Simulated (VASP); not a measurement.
An input for Ansatz (written as the equivalent of a VASP run, and not itself run):

Ansatz 0.2 input:
```yaml
crystal:
  lattice:
    - [0.0000000, 2.2310636, 2.2310636]
    - [2.2310636, 0.0000000, 2.2310636]
    - [2.2310636, 2.2310636, 0.0000000]
  atoms:
    - { symbol: Pb, position: [0.0000000, 0.0000000, 0.0000000] }
kpoints:
  mp_grid: { grid: [14, 14, 14] }
hamiltonian:
  xc: pbesol
  pseudopotentials: { kind: paw }
scf:
  occupations: { method: methfessel_paxton, width: 0.1 }
  max_iter: 100
relax:
  max_steps: 40
  f_tol: 0.02
  cell: { p_target: 45 }
output: { forces: true, stress: true, eigenvalues: true }
```

### Question
Write the VASP files for the same calculation (PBEsol).

### Answer
Several could match; the one computed here: 
KPOINTS:
```
Automatic mesh
0
Gamma
14 14 14
0 0 0
```

**INCAR**
```
! general
SYSTEM  = Pb
PREC    = Accurate
ENCUT   = 500
LREAL   = .FALSE.
LASPH   = .TRUE.

! electronic loop
EDIFF   = 1E-6
NELM    = 100
ALGO    = Normal
LMAXMIX = 4

! smearing
ISMEAR  = 1
SIGMA   = 0.1

! functional
GGA     = PS

! ions
IBRION  = 2
NSW     = 40
ISIF    = 3
EDIFFG  = -0.02
PSTRESS = 450

! output
LWAVE   = .FALSE.
LCHARG  = .FALSE.
```

**POSCAR**
```
Pb
1
    0.0000000000     2.2310636330     2.2310636330
    2.2310636330     0.0000000000     2.2310636330
    2.2310636330     2.2310636330     0.0000000000
Pb
1
Direct
  0.0000000000   0.0000000000   0.0000000000
```

POTCAR, in this order: Pb_d (PBE.64 set). Program: vasp_std.

What does not carry over: each code has its own PAW files, so the cut-off isn't converted (ENCUT is set for VASP's; basis.ecutwfc is left out, and Ansatz then takes the one that its files recommend); Ansatz stops its SCF on the density residual and VASP on the energy change (EDIFF).

The compound is Pb in the fcc structure. This run relaxes it under an external pressure of 45 GPa. Symmetry was kept, so distortions that lower it aren't found.
